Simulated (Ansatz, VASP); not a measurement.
# TiGe2AsN5 (TiGe2N4 under honeycomb AsN, AB) in two plane-wave programs

Aim: how closely do two programs agree when they are given the same cell, functional and k mesh? The cell is taken from a series of runs on this material, whose earlier steps may have relaxed, scaled, displaced or heated it; both programs get it as it stands.

Calculated with Ansatz 0.2.0; plane waves, with VASP 6.6.1 beside it; single point at PBE with D3(BJ).

### Step 1. The starting structure

The cell holds 9 atoms: 5 N, 2 Ge, 1 Ti and 1 As. Its edges and angles: a = 3.020 Å, b = 3.020 Å, c = 29.520 Å, α = 90.0°, β = 90.0°, γ = 120.0°. Vacuum lies along c.

Structure file:

```cif
data_structure
_symmetry_space_group_name_H-M 'P 1'
_symmetry_Int_Tables_number 1
_cell_length_a 3.0204
_cell_length_b 3.0204
_cell_length_c 29.5198
_cell_angle_alpha 90.000
_cell_angle_beta 90.000
_cell_angle_gamma 120.000
_cell_volume 233.23
loop_
_atom_site_label
_atom_site_type_symbol
_atom_site_fract_x
_atom_site_fract_y
_atom_site_fract_z
_atom_site_occupancy
N1 N 0.00000 0.00000 0.30488 1
N2 N 0.33333 0.66667 0.38981 1
N3 N 0.33333 0.66667 0.46762 1
N4 N 0.00000 0.00000 0.55245 1
N5 N 0.00000 0.00000 0.66349 1
Ge6 Ge 0.33333 0.66667 0.32627 1
Ge7 Ge 0.33333 0.66667 0.53114 1
Ti8 Ti 0.00000 0.00000 0.42872 1
As9 As 0.66667 0.33333 0.69512 1
```

### Step 2. Ansatz: single point, PBE with D3(BJ)

Ansatz runs on its default PAW (the set named soft_2) files.

With cell and atoms fixed, the geometry can't cause a difference; cores, projectors, grids and the points listed under the comparison can.

The input, input.yaml:

```yaml
crystal:
  lattice:
    - [3.0204425667, 0.0, 0.0]
    - [-1.5102212834, 2.6157799935, 0.0]
    - [0.0, 0.0, 29.5197637116]
  atoms:
    - { symbol: "N", position: [0.0, 0.0, 0.3048804892] }
    - { symbol: Ge, position: [0.3333333333, 0.6666666667, 0.3262704611] }
    - { symbol: "N", position: [0.3333333333, 0.6666666667, 0.3898081509] }
    - { symbol: Ti, position: [0.0, 0.0, 0.4287209478] }
    - { symbol: "N", position: [0.3333333333, 0.6666666667, 0.4676203788] }
    - { symbol: Ge, position: [0.3333333333, 0.6666666667, 0.5311361703] }
    - { symbol: "N", position: [0.0, 0.0, 0.5524506293] }
    - { symbol: "N", position: [0.0, 0.0, 0.6634860548] }
    - { symbol: As, position: [0.6666666667, 0.3333333333, 0.6951195108] }
kpoints:
  mp_grid: { grid: [18, 18, 1] }
  band_path:
    path: [[0, 0, 0], [0.5, 0, 0], [0.33333333, 0.33333333, 0], [0, 0, 0]]
    npoints: 16
hamiltonian:
  xc: pbe
  dispersion: d3bj
scf:
  occupations: { method: fermi_dirac, width: 0.05 }
  convergence: { dr2_threshold: 1.0e-10 }
efield:
  axis: 3
  dipole_correction: true
  ramp_position: 0.97
  ramp_width: 0.06
  amplitude: 0
output:
  dos: { projected: true, e_range: [-6, 5] }
  bader: true
  write_potential: true
  write_density: true
  volumetric_format: npy
  elf: true
```

Run with:

```
$ ansatz run input.yaml --threads 4 --pin off --max-ram 6144MiB --backend cpu --events-out ev --progress --plain --runs-dir out
```

Numbers of over 12 decimals in the logs are rounded to 6 here.

Log:

```text
Engine: ansatz 0.2.0, aarch64-unknown-linux-gnu
Pseudopotentials: kind: paw
Pseudopotential: N, paw, valence charge 5, recommended cutoff 420 eV (normal), N.paw.azcp
Pseudopotential: Ge, paw, valence charge 14, recommended cutoff 420 eV (normal), Ge.paw.azcp
Pseudopotential: Ti, paw, valence charge 12, recommended cutoff 420 eV (normal), Ti.paw.azcp
Pseudopotential: As, paw, valence charge 15, recommended cutoff 420 eV (normal), As.paw.azcp
Functional definition: PBE
  parameter kappa = 0.804
  parameter beta = 0.066725
  exchange = pbe_x(kappa = kappa, mu = beta*pi^2/3)
  correlation = pbe_c(beta = beta)
Crystal: 9 atoms, lattice volume = 233.230 Å³
Basis set: ecut = 420 eV, 4467 PW (Γ)
Bands: 49, of which v1, the nominal top of the filled ones, is band 40 counted from 1 (39 counted from 0)
Symmetry: 6 space group operations
Space group: P3m1 (ITA 156), of the structure as read, at distance tolerance 6.2e-5 Å
k-points: 37 of 324 (time reversal used)
Non-local potential: N, projectors of the file, l = 0: 2, l = 1: 2, l = 2: 1
Non-local potential: Ge, projectors of the file, l = 0: 2, l = 1: 2, l = 2: 3, l = 3: 1
Non-local potential: Ti, projectors of the file, l = 0: 3, l = 1: 2, l = 2: 3, l = 3: 1
Non-local potential: As, projectors of the file, l = 0: 2, l = 1: 2, l = 2: 3, l = 3: 1
PAW form: soft (Blöchl's): semilocal exchange-correlation on the pseudo side does not see the compensation charge
PAW one-centre angular grid: N, 110 points (default); XC on 64 Gauss nodes
PAW one-centre angular grid: Ge, 590 points (default); XC on 64 Gauss nodes
PAW one-centre angular grid: Ti, 590 points (default); XC on 64 Gauss nodes
PAW one-centre angular grid: As, 590 points (default); XC on 64 Gauss nodes
Initial density: superposition of atomic densities (neutral atoms: chi_scale 0, normalization atom), corrected by the library's trained network
Initial wavefunctions: pseudopotential atomic-orbital guess
Functional: x = pbe(κ = 0.804, μ = 0.219515), c = pbe(β = 0.066725)
SCF iter   1: F=—  HF=-17869.019223 eV  |F-HF|=—  |Δ(HF+E_count)|=         —  Δρ=4.18e-3  dr2=1.15e-1  ethr=1.77e-3  p=0.030 e·Å  D=2.29e-2 V/Å  ΔV_dip=-0.68 eV  dr2_dipole=1.57e-3  V_vac-E_F(+/−)=5.20/5.88 eV  ⟨swp⟩=7.3  Hψ=7669  notcnv=0  defer=40
efield: sawtooth ramp at fractional position 0.9700 (set: `efield.ramp_position`, or a place that a band, a saddle search or an elastic batch's reference lends), width 0.0600; the density the first Hamiltonian is built on has a dipole p = 0.030 e·Å; the dipole correction subtracts the counter field D = 2.29e-2 V/Å, which shifts the + side's vacuum level by -0.68 eV against the − side's; the planar-averaged density in the ramp window peaks in size at 2.4e-5 e/Å³
preconditioner: auto → Resta (q_TF=auto, 2.283 Å⁻¹)  ε∞=2.4  [insulator: Δε(μ)=1.260 eV  Ē_g=16.277 eV  σ=0.050 eV  W_gap=1.00  n_scr=20 (ndim 8)  ℏωp=19.1 eV  f_vac=0.522  D(μ)=0.00/eV (n_scr^D=0)  ε∞_Penn≈2.4  vacuum switching on, ρ_ref=1.9e-2 e/Å³]
SCF iter   2: F=—  HF=-17869.009556 eV  |F-HF|=—  |Δ(HF+E_count)|=   9.67e-3  Δρ=4.55e-3  dr2=7.33e-2  ethr=1.44e-4  p=0.053 e·Å  D=4.09e-2 V/Å  ΔV_dip=-1.21 eV  dr2_dipole=2.09e-3  V_vac-E_F(+/−)=5.03/6.24 eV  ⟨swp⟩=3.0  Hψ=3048  notcnv=0  defer=111
SCF iter   3: F=—  HF=-17869.001423 eV  |F-HF|=—  |Δ(HF+E_count)|=   8.13e-3  Δρ=1.75e-3  dr2=1.38e-2  ethr=9.17e-5  p=0.063 e·Å  D=4.85e-2 V/Å  ΔV_dip=-1.43 eV  dr2_dipole=2.43e-5  V_vac-E_F(+/−)=4.78/6.21 eV  ⟨swp⟩=2.2  Hψ=2299  notcnv=0  defer=111
SCF iter   4: F=—  HF=-17869.000957 eV  |F-HF|=—  |Δ(HF+E_count)|=   4.67e-4  Δρ=7.39e-4  dr2=3.21e-3  ethr=1.73e-5  p=0.067 e·Å  D=5.21e-2 V/Å  ΔV_dip=-1.54 eV  dr2_dipole=7.41e-4  V_vac-E_F(+/−)=4.65/6.19 eV  ⟨swp⟩=2.1  Hψ=2532  notcnv=0  defer=102
SCF iter   5: F=—  HF=-17869.000819 eV  |F-HF|=—  |Δ(HF+E_count)|=   1.38e-4  Δρ=3.70e-4  dr2=5.95e-4  ethr=4.02e-6  p=0.076 e·Å  D=5.91e-2 V/Å  ΔV_dip=-1.74 eV  dr2_dipole=6.23e-5  V_vac-E_F(+/−)=4.53/6.28 eV  ⟨swp⟩=2.0  Hψ=2312  notcnv=0  defer=102
SCF iter   6: F=—  HF=-17869.000844 eV  |F-HF|=—  |Δ(HF+E_count)|=   2.52e-5  Δρ=1.90e-4  dr2=9.28e-5  ethr=7.44e-7  p=0.076 e·Å  D=5.91e-2 V/Å  ΔV_dip=-1.74 eV  dr2_dipole=3.26e-6  V_vac-E_F(+/−)=4.52/6.27 eV  ⟨swp⟩=2.0  Hψ=2207  notcnv=0  defer=102
SCF iter   7: F=—  HF=-17869.000863 eV  |F-HF|=—  |Δ(HF+E_count)|=   1.82e-5  Δρ=7.29e-5  dr2=8.54e-6  ethr=1.16e-7  p=0.077 e·Å  D=5.96e-2 V/Å  ΔV_dip=-1.76 eV  dr2_dipole=1.88e-8  V_vac-E_F(+/−)=4.51/6.27 eV  ⟨swp⟩=2.1  Hψ=2238  notcnv=0  defer=102
SCF iter   8: F=—  HF=-17869.000872 eV  |F-HF|=—  |Δ(HF+E_count)|=   9.91e-6  Δρ=3.07e-5  dr2=2.18e-6  ethr=1.07e-8  p=0.077 e·Å  D=5.98e-2 V/Å  ΔV_dip=-1.77 eV  dr2_dipole=7.68e-9  V_vac-E_F(+/−)=4.50/6.27 eV  ⟨swp⟩=2.0  Hψ=2531  notcnv=0  defer=102
SCF iter   9: F=—  HF=-17869.000825 eV  |F-HF|=—  |Δ(HF+E_count)|=   4.76e-5  Δρ=1.47e-5  dr2=7.08e-7  ethr=2.73e-9  p=0.077 e·Å  D=5.98e-2 V/Å  ΔV_dip=-1.77 eV  dr2_dipole=5.20e-8  V_vac-E_F(+/−)=4.51/6.27 eV  ⟨swp⟩=2.3  Hψ=2488  notcnv=0  defer=102
SCF iter  10: F=—  HF=-17869.000825 eV  |F-HF|=—  |Δ(HF+E_count)|=   1.41e-7  Δρ=4.33e-6  dr2=2.89e-8  ethr=8.84e-10  p=0.077 e·Å  D=5.98e-2 V/Å  ΔV_dip=-1.77 eV  dr2_dipole=6.70e-12  V_vac-E_F(+/−)=4.50/6.27 eV  ⟨swp⟩=2.3  Hψ=2377  notcnv=0  defer=102
SCF iter  11: F=—  HF=-17869.000825 eV  |F-HF|=—  |Δ(HF+E_count)|=   2.55e-8  Δρ=1.40e-6  dr2=3.11e-9  ethr=3.61e-11  p=0.077 e·Å  D=5.98e-2 V/Å  ΔV_dip=-1.77 eV  dr2_dipole=5.04e-13  V_vac-E_F(+/−)=4.50/6.27 eV  ⟨swp⟩=3.6  Hψ=3874  notcnv=0  defer=102
SCF iter  12: F=—  HF=-17869.000825 eV  |F-HF|=—  |Δ(HF+E_count)|=   2.79e-9  Δρ=7.73e-7  dr2=2.05e-9  ethr=3.89e-12  p=0.077 e·Å  D=5.98e-2 V/Å  ΔV_dip=-1.77 eV  dr2_dipole=1.68e-10  V_vac-E_F(+/−)=4.50/6.27 eV  ⟨swp⟩=2.5  Hψ=2908  notcnv=0  defer=104
SCF iter  13: F=—  HF=-17869.000825 eV  |F-HF|=—  |Δ(HF+E_count)|=  2.18e-11  Δρ=3.26e-7  dr2=3.96e-10  ethr=2.56e-12  p=0.077 e·Å  D=5.98e-2 V/Å  ΔV_dip=-1.77 eV  dr2_dipole=1.89e-11  V_vac-E_F(+/−)=4.50/6.27 eV  ⟨swp⟩=2.2  Hψ=2306  notcnv=0  defer=104
SCF iter  14: F=-17869.000825 eV  HF=-17869.000825 eV  |F-HF|=1.82e-11  |Δ(HF+E_count)|=  1.82e-11  Δρ=1.28e-7  dr2=3.66e-11  ethr=1.00e-12  p=0.077 e·Å  D=5.98e-2 V/Å  ΔV_dip=-1.77 eV  dr2_dipole=7.42e-13  V_vac-E_F(+/−)=4.50/6.27 eV  ⟨swp⟩=11.0  Hψ=5252  notcnv=0
SCF 1 converged in 14 iterations: F = -17869.000825 eV  dr2 = 3.66e-11
  greatest PAW one-centre occupation: 0.999 electrons in one spin orbital (limit 2), on the As atom at site 8 (counted from 0), in its partial waves of l = 2
NSCF: frozen V_eff on 49 k-points
efield: sawtooth ramp at fractional position 0.9700 (kept from the solve that this one continues, or follows in the run), width 0.0600; the density the first Hamiltonian is built on has a dipole p = 0.077 e·Å; the dipole correction subtracts the counter field D = 5.98e-2 V/Å, which shifts the + side's vacuum level by -1.77 eV against the − side's; the planar-averaged density in the ramp window peaks in size at 1.9e-5 e/Å³
WARN: The output density's exchange-correlation potential varies sharply where the density is thin. Do not read a vacuum level from v_tot or v_xc, or from such a field of the output density. On a cell that repeats whose density bears no net charge and no dipole along the vacuum's axis use v_es (v_loc + v_h of the components); under efield.dipole_correction with no amplitude use v_es + v_field, which holds any externa [...]
SCF converged after 14 iterations
Free energy (F): -17869.000825 eV
Harris-Foulkes:  -17869.000825 eV  (|F-HF|=1.82e-11)
Internal energy: -17869.000824 eV  (E = F + TS)
E sigma→0 (E₀):  -17869.000824 eV
Entropy (-TS):   -0.000002 eV (-0.000 meV/atom)
Fermi energy:    1.985512 eV
Dipole field:    D = 0.059823 V/Å  (p = 0.077107 e·Å, saw-weighted, corrected)
Work function:   Φ+ = 4.5044 eV   Φ− = 6.2704 eV
Levels:          The Fermi level and band energies are counted from a zero that moves with the ramp; work functions are not
--- Per-component energies (eV) ---
  E_band       = -1308.300997
  E_kinetic    = 1249.770030
  E_local      = -110676.695221  (includes V_loc(G=0)·N_el)
  E_nonlocal   = 411.349685
  E_hartree    = 54544.963281
  E_xc         = -627.999141
  E_vxc        = -712.323759  (∫ρ·V_xc dr)
  E_paw        = -7565.238493  (= ΣΔE_a)
  E_vpaw       = -671.276161  (= ΣTr[D̂ρ^β])
  E_aug_tail   = 0.001008  (compensation charges beyond the density's cutoff)
  E_efield     = 0.002306  (sawtooth field / dipole correction)
  E_vefield    = 0.946995  (∫n·V_field dr)
  E_ewald      = 44796.936262
  E_disp       = -2.090541  (pairwise vdW)
  E_smearing   = -0.000002  (= −TS)
  E_closure    = -0.000000  (closes the sum)
  Σ components = -17869.000825   (vs F -17869.000825, Δ=0.00e0)
--- Band table (eV; the first three rows and the last of 37) ---
  k-point 0: bands = [... 36 lower, 0.5167, 0.7783, 0.7783, 1.2581, 3.0126, 3.2874, 4.8550, 4.9936, ... 5 higher]
  k-point 1: bands = [... 36 lower, 0.5475, 0.7287, 0.7337, 1.3306, 3.2682, 3.3963, 4.9279, 4.9423, ... 5 higher]
  k-point 2: bands = [... 36 lower, 0.4525, 0.5919, 0.7600, 1.3868, 3.4749, 3.8188, 4.8780, 5.0180, ... 5 higher]
  k-point 36: bands = [... 36 lower, -0.7382, -0.4954, 0.4866, 1.0411, 3.0223, 3.6838, 4.1768, 5.7431, ... 5 higher]
--- Bader charges: 9 sites ---
  site symbol  charge [e]  shift [e]
     0      N     -1.4775     0.0154
     1     Ge      1.9809     0.0203
     2      N     -1.4905     0.0053
     3     Ti      1.9740     0.0008
     4      N     -1.4910     0.0053
     5     Ge      1.9817     0.0203
     6      N     -1.4752     0.0154
     7      N     -1.1405     0.0090
     8     As      1.1380     0.0090
  estimated error of the sums over rays = 4.1e-4 e
```

Reading the cycles: dr2 is the Hartree energy of the density residual (eV), the measure of convergence; HF is the Harris–Foulkes estimate of the energy, which meets the free energy F at convergence.

(Part 1 of 2 ends here.)

[Lines on the potential files, build, host, timing and source positions are cut from VASP's logs without a mark.]

[Logs are printed without paths, hosts, clocks, repeated set-up lines and the standing remarks that a program may print on its own settings, such as how far it seeks lower states.]

[Hosts, paths, dates, database ids (printed as entryN), source tags and the programs' standing remarks are cut or masked in the printed files.]
